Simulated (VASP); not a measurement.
Input:

```
CELL_PARAMETERS angstrom
      0.00000     2.71147     2.71147
      2.71147     0.00000     2.71147
      2.71147     2.71147     0.00000
ATOMIC_POSITIONS crystal
  Yb 0.00000 0.00000 0.00000
```

Computed with PBE GGA, VASP's PBE PAW potentials (set 64) (plane waves; VASP). Numerical set-up: 400 eV cut-off, 8×8×8 Γ-centred mesh, Gaussian smearing of 0.050 eV, potentials Yb_2.

The 4f electrons are frozen in the core of the lanthanide potential, so 4f levels, which can set the real gap, and their magnetism are missing.

Predict the energy per atom (σ→0), band gap (on the k-mesh) with the smallest direct gap where there is one.

The band gap (on the k-mesh) is none (metal, semimetal or under 0.01 eV) and the energy per atom (σ→0) is -1.474 eV/atom.

The absolute energy has meaning only against runs of the same code, potentials and settings.

The compound is Yb in the fcc structure. It was relaxed first. The start is the result of an earlier pass.
